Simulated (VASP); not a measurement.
Here is the system:

```
BN
1.0
    1.26215    -2.18611     0.00000
    1.26215     2.18611     0.00000
    0.00000     0.00000     9.03040
B N
2 2
Direct
  0.33333   0.66667   0.25000
  0.66667   0.33333   0.75000
  0.66667   0.33333   0.25000
  0.33333   0.66667   0.75000
```

All values below come from RPBE GGA, VASP's PBE PAW potentials (set 64) (plane waves; VASP). Settings: 520 eV cut-off, 11×11×3 Γ-centred mesh, tetrahedra with Blöchl corrections, potentials B N.

Without a dispersion term in the relaxation, distances and binding between the weakly bound layers, chains or molecules are unreliable, and so is what depends on them.

Question: Estimate the energy per atom (σ→0).

Answer: 
```json
{
  "energy per atom (σ→0)": "-8.459 eV/atom"
}
```

Only differences to runs with the same potentials and settings are physical.

The compound is BN in the hex structure. It was relaxed first, which changed the volume by +38 %.
